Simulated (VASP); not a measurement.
Input:

```xyz
4
Lattice="3.5186 0.0000 0.0000 0.0000 3.5186 0.0000 0.0000 0.0000 3.5186" Properties=species:S:1:pos:R:3 pbc="T T T"
Al     0.0000     0.0000     0.0000
Ni     0.0000     1.7593     1.7593
Ni     1.8343     0.0000     1.7593
Ni     1.7593     1.7593     0.0000
```
Starting moments (μB, in the order of the record's atoms Al Ni Ni Ni): 0.0 0.2 0.2 0.2.

Level of theory: PBEsol GGA, VASP's PBE PAW potentials (set 64) (plane waves; VASP 6.6.1). Numerical set-up: 480 eV cut-off, 8×8×8 Γ-centred mesh, first-order Methfessel-Paxton smearing of 0.10 eV, potentials Al Ni.

Task: What does the run give for the cell moment, energy per atom (σ→0), largest force, band gap (on the k-mesh) with the smallest direct gap where there is one?

Result: 
```json
{
  "band gap (on the k-mesh)": "none (metal, semimetal or under 0.01 eV)",
  "cell_moment": "0.69 μB",
  "energy per atom (σ→0)": "-6065 meV/atom",
  "largest_force": "0.707 eV/Å"
}
```

Task: Give the moment on each site (PAW-sphere projection).

Result: 
```
site  moment (μB)
----  -----------
Al1         -0.01
Ni2          0.24
Ni3          0.24
Ni4          0.24
```

Only differences to runs with the same potentials and settings are physical.

The compound is Ni3Al in the L1_2 structure. This cell was strained or had an atom moved on purpose.
